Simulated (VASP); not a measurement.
Input:

```xyz
4
Lattice="5.0497 0.0000 0.0000 0.0000 5.0497 0.0000 0.0000 0.0000 5.0497" Properties=species:S:1:pos:R:3 pbc="T T T"
Sr     0.0000     0.0000     0.0000
Bi     2.5248     2.5248     0.0000
Bi     0.0000     2.5248     2.5248
Bi     2.5248     0.0000     2.5248
```

Computed with PBEsol GGA, VASP's PBE PAW potentials (set 64) (plane waves; VASP). Numerical set-up: 300 eV cut-off, 5×5×5 Γ-centred mesh, Gaussian smearing of 0.10 eV, potentials Sr_sv Bi_d.

At this cut-off the stress carries a Pulay error, which pulls relaxed volumes low. Unless said otherwise, spin-orbit coupling is left out, though it shifts the bands of the heavy elements here.

Question: Predict the energy per atom (σ→0), pressure, band gap (on the k-mesh) with the smallest direct gap where there is one.

Answer: 
```yaml
band gap (on the k-mesh): none (metal, semimetal or under 0.01 eV)
energy per atom (σ→0): -4174 meV/atom
pressure: -2.12 GPa
```

Only differences to runs with the same potentials and settings are physical.

The structure comes from a computed database's SrBi3 entry (Pm-3m); how it stands against other phases isn't given here. The cell was not relaxed at this level. The electron count is odd and the run is not spin-polarised, which forces a metal.
